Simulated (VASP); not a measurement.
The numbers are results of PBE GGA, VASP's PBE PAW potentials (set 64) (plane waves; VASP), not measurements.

A VASP calculation is set up with these files.

POSCAR:
```
Ni3Si
1
    3.5332220000     0.0000000000     0.0000000000
    0.0000000000     3.4466040000     0.0000000000
    0.0000000000     0.0000000000     3.5558220000
Si Ni
1 3
Direct
  0.0000000000   0.0000000000   0.0000000000
  0.0000000000   0.5000000000   0.5000000000
  0.5000000000   0.0000000000   0.5000000000
  0.5058990000   0.5000000000   0.0000000000
```

**KPOINTS**
```
Regular mesh
0
G
  8 8 8
0 0 0
```

INCAR:
```
! general
SYSTEM  = Ni3Si
PREC    = Accurate
ENCUT   = 400
LREAL   = F
LASPH   = T

! electronic loop
EDIFF   = 1E-3
NELM    = 100
ALGO    = Normal
LMAXMIX = 4

! smearing
ISMEAR  = 1
SIGMA   = 0.1

! functional
GGA     = PE

! ions
ISIF    = 2

! output
LWAVE   = F
LCHARG  = F
```

POTCAR, in this order: Si Ni (PBE.64 set). Program: vasp_std.

The resulting files:

**OUTCAR**
```
 ion  position               nearest neighbor table
   1  0.000  0.000  0.000-   4 2.45   4 2.45   2 2.48   2 2.48   2 2.48   2 2.48   4 2.48   4 2.48
                             3 2.51   3 2.51   3 2.51   3 2.51
   2  0.000  0.500  0.500-   3 2.47   3 2.47   3 2.47   3 2.47   1 2.48   1 2.48   1 2.48   1 2.48
                             4 2.49   4 2.49   4 2.52   4 2.52
   3  0.500  0.000  0.500-   2 2.47   2 2.47   2 2.47   2 2.47   4 2.48   4 2.48   4 2.48   4 2.48
                             1 2.51   1 2.51   1 2.51   1 2.51
   4  0.506  0.500  0.000-   1 2.45   1 2.45   3 2.48   3 2.48   3 2.48   3 2.48   1 2.48   1 2.48
                             2 2.49   2 2.49   2 2.52   2 2.52
  LATTYP: Found a simple orthorhombic cell.
 ALAT       =     3.4466040000
 B/A-ratio  =     1.0251314047
 C/A-ratio  =     1.0316885839
 Subroutine PRICEL returns:
 Original cell was already a primitive cell.
 Subroutine GETGRP returns: Found  4 space group operations
The static configuration has the point symmetry C_2v.
The dynamic configuration has the point symmetry C_2v.
 Subroutine INISYM returns: Found  4 space group operations
 Subroutine IBZKPT returns following result:
 Found    125 irreducible k-points:

 Following reciprocal coordinates:
            Coordinates               Weight
  0.000000  0.000000  0.000000      1.000000
...
```

**OSZICAR**
```
       N       E                     dE             d eps       ncg     rms          rms(c)
DAV:   1     0.178035265306E+03    0.17804E+03   -0.13337E+04  5290   0.179E+03
DAV:   2    -0.178775665830E+02   -0.19591E+03   -0.18864E+03  5255   0.342E+02
DAV:   3    -0.271533236434E+02   -0.92758E+01   -0.89386E+01  5884   0.992E+01
DAV:   4    -0.273679150123E+02   -0.21459E+00   -0.21312E+00  6059   0.132E+01
DAV:   5    -0.273756583666E+02   -0.77434E-02   -0.77419E-02  6308   0.243E+00    0.194E+01
DAV:   6    -0.272497727557E+02    0.12589E+00   -0.55990E+01  6030   0.122E+02    0.171E+01
DAV:   7    -0.237259564493E+02    0.35238E+01   -0.16402E+01  5841   0.677E+01    0.406E+00
DAV:   8    -0.237286333852E+02   -0.26769E-02   -0.83196E-01  7379   0.150E+01    0.280E+00
DAV:   9    -0.236998400116E+02    0.28793E-01   -0.29898E-01  7035   0.186E+01    0.197E+00
DAV:  10    -0.236702541001E+02    0.29586E-01   -0.63149E-02  7100   0.829E+00    0.480E-01
DAV:  11    -0.236693858003E+02    0.86830E-03   -0.97065E-03  7439   0.170E+00
   1 F= -.23669386E+02 E0= -.23669627E+02  d E =0.724276E-03
```

File OUTCAR:
```
------------------------ aborting loop because EDIFF is reached ----------------------------------------
  FORCE on cell =-STRESS in cart. coord.  units (eV):
  Direction    XX          YY          ZZ          XY          YZ          ZX
  --------------------------------------------------------------------------------------
  Total       -0.4640652      0.4303739     -0.7975381      0.0000000      0.0000000      0.0000000
  in kB      -17.1706702     15.9240737    -29.5093541      0.0000000      0.0000000      0.0000000
  external PRESSURE =     -10.2519835 kB  Pullay stress =       0.0000000 kB
  volume of cell :       43.30
      direct lattice vectors                 reciprocal lattice vectors
     3.533222000  0.000000000  0.000000000     0.283027786  0.000000000  0.000000000
     0.000000000  3.446604000  0.000000000     0.000000000  0.290140672  0.000000000
     0.000000000  0.000000000  3.555822000     0.000000000  0.000000000  0.281228925
 POSITION                                       TOTAL-FORCE (eV/Angst)
 -----------------------------------------------------------------------------------
      0.00000      0.00000      0.00000         0.062736      0.000000      0.000000
      0.00000      1.72330      1.77791         0.116438      0.000000      0.000000
      1.76661      0.00000      1.77791        -0.010630      0.000000      0.000000
      1.78745      1.72330      0.00000        -0.168544      0.000000      0.000000
 -----------------------------------------------------------------------------------
    total drift:                               -0.002723     -0.000000      0.000015
  FREE ENERGIE OF THE ION-ELECTRON SYSTEM (eV)
  ---------------------------------------------------
  free  energy   TOTEN  =       -23.6693858003 eV

  energy  without entropy=      -23.6701100764  energy(sigma->0) =      -23.66962723
```
(Selected blocks of OUTCAR.)

The compound is Ni3Si in the L1_2 structure. The cell was not relaxed at this level, atoms are displaced from their ideal sites. The run is one of a series of settings (EDIFF = 1E-3 against the base run), some of them coarse on purpose. The run is not spin-polarised, so no magnetic state was tried.
